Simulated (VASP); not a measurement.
```
CELL_PARAMETERS angstrom
      1.72416    -2.98632     0.00000
      1.72416     2.98632     0.00000
      0.00000     0.00000    11.23459
ATOMIC_POSITIONS crystal
  In 0.66667 0.33333 0.25940
  In 0.33333 0.66667 0.99995
  In 0.66667 0.33333 0.74074
  N  0.66667 0.33333 0.45325
  N  0.33333 0.66667 0.19154
  N  0.66667 0.33333 0.93233
  N  0.33333 0.66667 0.67420
  Ga 0.33333 0.66667 0.50260
```

These are PBEsol GGA, VASP's PBE PAW potentials (set 64) (plane waves; VASP) values and carry that method's errors. Settings: 520 eV cut-off, 11×11×3 Γ-centred mesh, tetrahedra with Blöchl corrections, potentials In_d N Ga_d.

Unless said otherwise, spin-orbit coupling is left out, though it shifts the bands of the heavy elements here.

Task: Estimate the energy per atom (σ→0), band gap (on the k-mesh) with the smallest direct gap where there is one.

Result: 
```json
{
 "band gap (on the k-mesh)": "none (metal, semimetal or under 0.01 eV)",
 "energy per atom (σ→0)": "-5928 meV/atom"
}
```

The absolute energy has meaning only against runs of the same code, potentials and settings.

The structure was generated: GaIn3N4 was put into an ordered model structure (P3m1), which need not be its known phase. It was relaxed first.
